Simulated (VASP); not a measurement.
Input for VASP

**INCAR**
```
SYSTEM = Rh
PREC = Accurate
ENCUT = 400
EDIFF = 1E-6
NELM = 100
ALGO = Normal
LREAL = .FALSE.
LASPH = .TRUE.
ISMEAR = 1
SIGMA = 0.1
GGA = PE
LMAXMIX = 4
LWAVE = .FALSE.
LCHARG = .FALSE.
ISIF = 2
ICHARG = 11
```

POSCAR:
```
Rh
1
    0.0000000000     1.9000000000     1.9000000000
    1.9000000000     0.0000000000     1.9000000000
    1.9000000000     1.9000000000     0.0000000000
Rh
1
Direct
  0.0000000000   0.0000000000   0.0000000000
```

### KPOINTS
```
Automatic mesh
0
Gamma
12 12 12
0 0 0
```

POTCAR, in this order: Rh_pv (PBE.64 set). Program: vasp_std.

Question: What happens when VASP runs on this input?

Answer: There is a fault: ICHARG = 11 asks for a fixed density, but there is no CHGCAR. VASP stops with an error: ERROR: charge density could not be read from file CHGCAR for ICHARG>10 ----> I REFUSE TO CONTINUE WITH THIS SICK JOB ... BYE!!! <----

### standard output
```
 POSCAR found type information on POSCAR Rh
 POSCAR found :  1 types and       1 ions
 Reading from existing POTCAR
 Reading from existing POTCAR
 LDA part: xc-table for (Slater+PW92), standard interpolation
 WARNING: stress and forces are not correct
 POSCAR, INCAR and KPOINTS ok, starting setup
 WAVECAR not read
 WARNING: CHGCAR is incomplete

 -----------------------------------------------------------------------------
|                                                                             |
|     EEEEEEE  RRRRRR   RRRRRR   OOOOOOO  RRRRRR      ###     ###     ###     |
|     E        R     R  R     R  O     O  R     R     ###     ###     ###     |
|     E        R     R  R     R  O     O  R     R     ###     ###     ###     |
|     EEEEE    RRRRRR   RRRRRR   O     O  RRRRRR       #       #       #      |
|     E        R   R    R   R    O     O  R   R                               |
|     E        R    R   R    R   O     O  R    R      ###     ###     ###     |
|     EEEEEEE  R     R  R     R  OOOOOOO  R     R     ###     ###     ###     |
|                                                                             |
|     ICHARG>10                                                               |
|                                                                             |
|       ---->  I REFUSE TO CONTINUE WITH THIS SICK JOB ... BYE!!! <----       |
|                                                                             |
 -----------------------------------------------------------------------------
```

To mend it, run self-consistently first and keep its CHGCAR, or remove ICHARG. The plain static run on this cell (PBE GGA, plane waves, VASP's PBE PAW potentials (set 64)) converges, and its OSZICAR ends with
```
   1 F= -.72530696E+01 E0= -.72531532E+01  d E =0.250918E-03
```

The compound is Rh in the fcc structure. The cell was not relaxed at this level.
